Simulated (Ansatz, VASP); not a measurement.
# In3Ga5N8 in two plane-wave programs, part 2 of 2

Wanted: the spread between two codes on one cell, functional and k mesh. The cell is taken from a series of runs on this material, whose earlier steps may have relaxed, scaled, displaced or heated it; both programs get it as it stands.

VASP 6.6.1 and Ansatz 0.2.0.

So far: Set-up; VASP: relaxation of cell and atoms, PBEsol.

## (3) Ansatz: relaxation of cell and atoms, PBEsol

Level of this step: Ansatz beside VASP: Kohn-Sham DFT, plane waves, PBEsol (Ansatz).

Ansatz runs on its PAW soft_1 files.

The same cell, functional, mesh and smearing now go to Ansatz.

Contents of input.yaml:

```yaml
crystal:
  lattice:
    - [6.63265907, 0.0, 0.0]
    - [-3.31632953, 5.74405125, 0.0]
    - [0.0, 0.0, 5.39202529]
  atoms:
    - { symbol: In, position: [0.16666667, 0.33333333, 0.0] }
    - { symbol: In, position: [0.33333333, 0.16666667, 0.5] }
    - { symbol: In, position: [0.16666667, 0.83333333, 0.0] }
    - { symbol: Ga, position: [0.33333333, 0.66666667, 0.5] }
    - { symbol: Ga, position: [0.66666667, 0.33333333, 0.0] }
    - { symbol: Ga, position: [0.83333333, 0.16666667, 0.5] }
    - { symbol: Ga, position: [0.66666667, 0.83333333, 0.0] }
    - { symbol: Ga, position: [0.83333333, 0.66666667, 0.5] }
    - { symbol: "N", position: [0.33333333, 0.16666667, 0.12390721] }
    - { symbol: "N", position: [0.16666667, 0.33333333, 0.62390721] }
    - { symbol: "N", position: [0.33333333, 0.66666667, 0.12390721] }
    - { symbol: "N", position: [0.16666667, 0.83333333, 0.62390721] }
    - { symbol: "N", position: [0.83333333, 0.16666667, 0.12390721] }
    - { symbol: "N", position: [0.66666667, 0.33333333, 0.62390721] }
    - { symbol: "N", position: [0.83333333, 0.66666667, 0.12390721] }
    - { symbol: "N", position: [0.66666667, 0.83333333, 0.62390721] }
kpoints:
  mp_grid: { grid: [5, 5, 5] }
scf:
  occupations: { method: fermi_dirac, width: 0.02 }
hamiltonian:
  xc: pbesol
  pseudopotentials: { kind: paw, azcp: { folder: soft_1 }, xc_functional: pbe }
basis:
  ecutwfc: 600
output:
  forces: true
  stress: true
relax:
  f_tol: 0.005
  max_steps: 70
  cell: { stress_tol: 0.02, p_target: 0 }
```

Run with:

```bash
> ansatz run input.yaml --threads 4 --pin off --max-ram 10240MiB --backend cpu --events-out ev --progress --plain --runs-dir out
```

Numbers of over 12 decimals in the logs are rounded to 6 here.

The program printed:

```text
Engine: ansatz 0.2.0, x86_64-unknown-linux-gnu
Pseudopotentials: kind: paw
Pseudopotential: In, paw, valence charge 13, recommended cutoff 420 eV (normal), soft_1/In.paw.azcp
Pseudopotential: Ga, paw, valence charge 13, recommended cutoff 420 eV (normal), soft_1/Ga.paw.azcp
Pseudopotential: N, paw, valence charge 5, recommended cutoff 420 eV (normal), soft_1/N.paw.azcp
Functional definition: PBEsol
  exchange = pbesol_x
  correlation = pbesol_c
Crystal: 16 atoms, lattice volume = 205.427 Å³
Basis set: ecut = 600 eV, 6867 PW (Γ), exchange–correlation on 108×108×90 points (8 copies of the dense FFT grid, shifted against one another)
Bands: 88, of which v1, the nominal top of the filled ones, is band 72 counted from 1 (71 counted from 0)
Symmetry: 2 space group operations
Space group: Cm (ITA 8), of the structure as read, at distance tolerance 5.9e-5 Å
k-points: 39 of 125 (time reversal used)
Non-local potential: In, projectors of the file, l = 0: 2, l = 1: 2, l = 2: 2, l = 3: 1
Non-local potential: Ga, projectors of the file, l = 0: 2, l = 1: 2, l = 2: 3, l = 3: 1
Non-local potential: N, projectors of the file, l = 0: 2, l = 1: 2, l = 2: 1
PAW form: soft (Blöchl's): semilocal exchange-correlation on the pseudo side does not see the compensation charge
PAW frozen core: In, regenerated for the run's functional, and the local potential with it (the file was generated under x = pbe(κ = 0.804, μ = 0.219515), c = pbe(β = 0.066725))
PAW frozen core: Ga, regenerated for the run's functional, and the local potential with it (the file was generated under x = pbe(κ = 0.804, μ = 0.219515), c = pbe(β = 0.066725))
PAW frozen core: N, regenerated for the run's functional, and the local potential with it (the file was generated under x = pbe(κ = 0.804, μ = 0.219515), c = pbe(β = 0.066725))
PAW one-centre angular grid: In, 590 points (default); XC on 64 Gauss nodes
PAW one-centre angular grid: Ga, 590 points (default); XC on 64 Gauss nodes
PAW one-centre angular grid: N, 110 points (default); XC on 64 Gauss nodes
Initial density: superposition of atomic densities (chi_scale 0.1, normalization cell, long waves kept (reshape's long-wave potential 0.03 eV rms))
Initial wavefunctions: pseudopotential atomic-orbital guess
Functional: x = pbesol(κ = 0.804, μ = 0.123457), c = pbesol(β = 0.046)
SCF iter   1: F=—  HF=-38328.182689 eV  |F-HF|=—  |Δ(HF+E_count)|=         —  Δρ=8.93e-2  dr2=1.65e1  ethr=3.10e-3  ⟨swp⟩=6.1  Hψ=12529  notcnv=0
preconditioner: auto → Resta (q_TF=auto, 2.571 Å⁻¹)  ε∞=4.8  [insulator: Δε(μ)=1.580 eV  Ē_g=15.962 eV  σ=0.020 eV  W_gap=1.00  n_scr=58 (ndim 8)  ℏωp=31.1 eV  f_vac=0.000  D(μ)=0.00/eV (n_scr^D=0)  ε∞_Penn≈4.8]
SCF iter   2: F=—  HF=-38324.760717 eV  |F-HF|=—  |Δ(HF+E_count)|=    3.42e0  Δρ=4.40e-2  dr2=3.78e0  ethr=3.10e-3  ⟨swp⟩=2.1  Hψ=5004  notcnv=0  defer=338
SCF iter   3: F=—  HF=-38323.783939 eV  |F-HF|=—  |Δ(HF+E_count)|=   9.77e-1  Δρ=7.77e-3  dr2=1.11e-1  ethr=2.62e-3  ⟨swp⟩=2.0  Hψ=4316  notcnv=0  defer=338
SCF iter   4: F=—  HF=-38323.781836 eV  |F-HF|=—  |Δ(HF+E_count)|=   2.10e-3  Δρ=3.62e-3  dr2=1.59e-2  ethr=7.71e-5  ⟨swp⟩=2.1  Hψ=6912  notcnv=0  defer=343
SCF iter   5: F=—  HF=-38323.771984 eV  |F-HF|=—  |Δ(HF+E_count)|=   9.85e-3  Δρ=1.16e-3  dr2=3.05e-3  ethr=1.11e-5  ⟨swp⟩=2.0  Hψ=6136  notcnv=0  defer=343
SCF iter   6: F=—  HF=-38323.773205 eV  |F-HF|=—  |Δ(HF+E_count)|=   1.22e-3  Δρ=2.10e-4  dr2=1.23e-4  ethr=2.11e-6  ⟨swp⟩=2.0  Hψ=5880  notcnv=0  defer=343
SCF iter   7: F=—  HF=-38323.773267 eV  |F-HF|=—  |Δ(HF+E_count)|=   6.23e-5  Δρ=6.44e-5  dr2=8.23e-6  ethr=8.55e-8  ⟨swp⟩=2.0  Hψ=5897  notcnv=0  defer=343
SCF iter   8: F=—  HF=-38323.773388 eV  |F-HF|=—  |Δ(HF+E_count)|=   1.20e-4  Δρ=1.76e-5  dr2=7.30e-7  ethr=5.72e-9  ⟨swp⟩=2.0  Hψ=5808  notcnv=0  defer=343
SCF iter   9: F=-38323.773388 eV  HF=-38323.773388 eV  |F-HF|=8.03e-8  |Δ(HF+E_count)|=   2.01e-7  Δρ=5.99e-6  dr2=5.52e-8  ethr=6.94e-11  ⟨swp⟩=4.0  Hψ=12012  notcnv=0
SCF 1 converged in 9 iterations: F = -38323.773388 eV  dr2 = 5.52e-8
  greatest PAW one-centre occupation: 0.995 electrons in one spin orbital (limit 2), on the Ga atom at site 6 (counted from 0), in its partial waves of l = 2
relax step   1: F+E_penalty+E_count = -38323.77338806 eV  Δ(F+E_penalty+E_count) = +0.000e0 eV  max|allowed force component| = 2.573e0 eV/Å  Δτ_max = 0.0000 Å  P = +3.261 GPa  Ω = 205.427 Å³  (9 SCF iters, dr2 threshold 1.00e-7 eV, accepted)
[...]
relax step   6: F+E_penalty+E_count = -38325.37171169 eV  Δ(F+E_penalty+E_count) = +1.781e-5 eV  max|allowed force component| = 1.431e-2 eV/Å  Δτ_max = 0.0012 Å  P = +0.007 GPa  Ω = 204.889 Å³  energy of the carried Pulay correction = +3.153e-5 eV  (6 SCF iters, dr2 threshold 3.74e-9 eV, rejected (line search))
[...]
relax step   7: F+E_penalty+E_count = -38325.37173845 eV  Δ(F+E_penalty+E_count) = -8.952e-6 eV  max|allowed force component| = 1.532e-4 eV/Å  Δτ_max = 0.0005 Å  P = +0.000 GPa  Ω = 204.895 Å³  energy of the carried Pulay correction = +3.120e-5 eV  (8 SCF iters, accepted)
[...]
relax step   8: F+E_penalty+E_count = -38325.37170743 eV  Δ(F+E_penalty+E_count) = +3.103e-5 eV  max|allowed force component| = 1.610e-4 eV/Å  Δτ_max = 0.0000 Å  P = +0.001 GPa  Ω = 204.895 Å³  stress off target by 1.84e-3 GPa  SCF on the basis re-selected at this cell (its energy is not comparable with the rows above)  (8 SCF iters)
basis re-selected at this cell: Δ(F+E_penalty+E_count) = +3.103e-5 eV, ΔP = +0.001 GPa vs the last step (what re-selecting the basis moved, of the pressure what is left beyond the Pulay correction that the steps carried, after the strain that the cell walked since its last selection, with what the two solves' SCF thresholds leave and, on support functions, any second-order correction that the steps lacked; it is no m [...]
SCF converged after 8 iterations
Free energy (F): -38325.371707 eV
Harris-Foulkes:  -38325.371707 eV  (|F-HF|=2.18e-11)
Internal energy: -38325.371707 eV  (E = F + TS)
E sigma→0 (E₀):  -38325.371707 eV
Fermi energy:    10.115583 eV
--- Per-component energies (eV) ---
  E_band       = -28.869876
  E_kinetic    = 2241.801243
  E_local      = -10743.643362  (includes V_loc(G=0)·N_el)
  E_nonlocal   = 828.301718
  E_hartree    = 5935.723593
  E_xc         = -1204.049354
  E_vxc        = -1142.128367  (∫ρ·V_xc dr)
  E_paw        = -23192.563966  (= ΣΔE_a)
  E_vpaw       = -3084.648115  (= ΣTr[D̂ρ^β])
  E_aug_tail   = -0.000180  (compensation charges beyond the density's cutoff)
  E_ewald      = -12196.188796
  E_core_change = 5.247397  (= ΣΔE_core)
  E_smearing   = -0.000000  (= −TS)
  E_closure    = 0.000000  (closes the sum)
  Σ components = -38325.371707   (vs F -38325.371707, Δ=0.00e0)
--- Forces (eV/Å), atoms counted from 1 ---
  atom   1  In     0.00007290    -0.00010272    -0.00001207
  atom   2  In    -0.00004998    -0.00002886    -0.00015606
  atom   3  In    -0.00005251     0.00011449    -0.00001207
  atom   4  Ga    -0.00006196    -0.00003577     0.00010995
  atom   5  Ga    -0.00005523    -0.00003189     0.00012485
  atom   6  Ga     0.00006503     0.00014832    -0.00001373
  atom   7  Ga    -0.00006145    -0.00003548     0.00002677
  atom   8  Ga     0.00016097    -0.00001785    -0.00001373
  atom   9  N      0.00004211     0.00002431    -0.00001632
  atom  10  N     -0.00005114     0.00003849    -0.00001811
  atom  11  N     -0.00005095    -0.00002942    -0.00010942
  atom  12  N      0.00000777    -0.00006353    -0.00001811
  atom  13  N      0.00001198    -0.00001910     0.00005554
  atom  14  N      0.00002763     0.00001595     0.00001635
  atom  15  N     -0.00001055     0.00001993     0.00005554
  atom  16  N      0.00000535     0.00000309    -0.00001945
  max |Σ_I F_I| component: 6.40e-8 eV/Å
--- Stress (GPa, compression-positive) ---
        0.001602       0.000087      -0.000397
        0.000087       0.001501      -0.000229
       -0.000397      -0.000229       0.000745
  P = ⅓ Tr σ = 0.0013 GPa (0.013 kbar)
--- Relaxed structure (7 steps of the walk, 6 accepted, 1 SCFs on fresh bases) ---
  F+E_penalty+E_count = -38325.37170743 eV   max|allowed force component| = 1.610e-4 eV/Å   (the final SCF, on the basis selected at the relaxed cell)
  cell:  # Å, volume = 204.8947 Å³
    - [6.655116, 0.023061, -0.00634693]
    - [-3.307586, 5.728908, -3.469446951953614e-18]
    - [-0.00515975, -0.00297898, 5.363347]
  atoms:
    - { symbol: In, position: [0.160164, 0.335320, 0.000716714] }
    - { symbol: In, position: [0.342596, 0.171298, 0.500949] }
    - { symbol: In, position: [0.160164, 0.824844, 0.000716714] }
    - { symbol: Ga, position: [0.338683, 0.669341, 0.499443] }
    - { symbol: Ga, position: [0.671250, 0.335625, 0.0013696] }
    - { symbol: Ga, position: [0.829027, 0.165057, 0.501588] }
    - { symbol: Ga, position: [0.665402, 0.832701, 0.00419354] }
    - { symbol: Ga, position: [0.829027, 0.663970, 0.501588] }
    - { symbol: N, position: [0.354708, 0.177354, 0.103596] }
    - { symbol: N, position: [0.155124, 0.342795, 0.600604] }
    - { symbol: N, position: [0.357501, 0.678750, 0.139569] }
    - { symbol: N, position: [0.155124, 0.812329, 0.600604] }
    - { symbol: N, position: [0.810955, 0.154735, 0.134508] }
    - { symbol: N, position: [0.691451, 0.345726, 0.636011] }
    - { symbol: N, position: [0.810955, 0.656220, 0.134508] }
    - { symbol: N, position: [0.667871, 0.833935, 0.631291] }
```

Reading the cycles: dr2 is the Hartree energy of the density residual (eV), the measure of convergence; HF is the Harris–Foulkes estimate of the energy, which meets the free energy F at convergence.

## (4) Side by side

Known differences besides the potentials themselves: Ansatz makes its cores anew for this functional, VASP keeps those of its PBE data sets; Ansatz adds a Pulay correction to the stress that steers its cell, VASP none. Total energies have different zeros and are not compared.

Both answers:

| quantity | Ansatz | VASP | difference |
| --- | --- | --- | --- |
| volume (Å³) | 204.89 | 204.69 | +0.10 % |
| edge a after relaxation, in the typed setting (Å) | 6.655 | 6.653 | +0.03 % |
| edge b after relaxation, in the typed setting (Å) | 6.615 | 6.613 | +0.04 % |
| edge c after relaxation, in the typed setting (Å) | 5.363 | 5.361 | +0.04 % |

## (5) Summary of results

- difference in volume (relaxation of cell and atoms, PBEsol): 0.10 %

**Reading.** The difference in volume is 0.10 % (relaxation of cell and atoms, PBEsol), within the 1.2 % picked in this series as the mark of a large difference, as far as the stopping tolerances let one tell. Such differences can come from data sets, numerical settings and the points named under the comparisons, not from the functional's error against experiment.

[Lines on the potential files, build, host, timing and source positions are cut from VASP's logs without a mark.]

[Logs are printed without paths, hosts, clocks, repeated set-up lines and the standing remarks that a program may print on its own settings, such as how far it seeks lower states.]

[Hosts, paths, dates, database ids (printed as entryN), source tags and the programs' standing remarks are cut or masked in the printed files.]
